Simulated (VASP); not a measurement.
An input for Ansatz (written as the equivalent of a VASP run, and not itself run):

Ansatz 0.2 input:
```yaml
crystal:
  lattice:
    - [2.0750000, -3.5940050, 0.0000000]
    - [2.0750000, 3.5940050, 0.0000000]
    - [0.0000000, 0.0000000, 6.8600000]
  atoms:
    - { symbol: Mg, position: [0.0000000, 0.0000000, 0.0000000] }
    - { symbol: I, position: [0.3333330, 0.6666670, 0.2420000] }
    - { symbol: I, position: [0.6666670, 0.3333330, 0.7580000] }
kpoints:
  mp_grid: { grid: [5, 5, 3] }
hamiltonian:
  xc: pbe
  pseudopotentials: { kind: paw }
scf:
  occupations: { method: gaussian, width: 0.05 }
  max_iter: 100
output: { forces: true, stress: true, eigenvalues: true }
```

Write the VASP files for the same calculation (PBE).

This is not unique; one that fits is 
File KPOINTS:
```
Automatic mesh
0
Gamma
5 5 3
0 0 0
```

### INCAR
```
SYSTEM = MgI2
PREC = Accurate; ENCUT = 400; LREAL = .FALSE.
LASPH = .TRUE.
EDIFF = 1E-6; NELM = 100; ALGO = Normal
LMAXMIX = 4
ISMEAR = 0; SIGMA = 0.05
GGA = PE
ISIF = 2
LWAVE = .FALSE.; LCHARG = .FALSE.
```

### POSCAR
```
MgI2
1
    2.0750000000    -3.5940050000     0.0000000000
    2.0750000000     3.5940050000     0.0000000000
    0.0000000000     0.0000000000     6.8600000000
Mg I
1 2
Direct
  0.0000000000   0.0000000000   0.0000000000
  0.3333330000   0.6666670000   0.2420000000
  0.6666670000   0.3333330000   0.7580000000
```

POTCAR, in this order: Mg I (PBE.64 set). Program: vasp_std.

What does not carry over: each code has its own PAW files, so the cut-off isn't converted (ENCUT is set for VASP's; basis.ecutwfc is left out, and Ansatz then takes the one that its files recommend); Ansatz stops its SCF on the density residual and VASP on the energy change (EDIFF).

The compound is MgI2 in the 1T layered structure. The cell was not relaxed at this level.
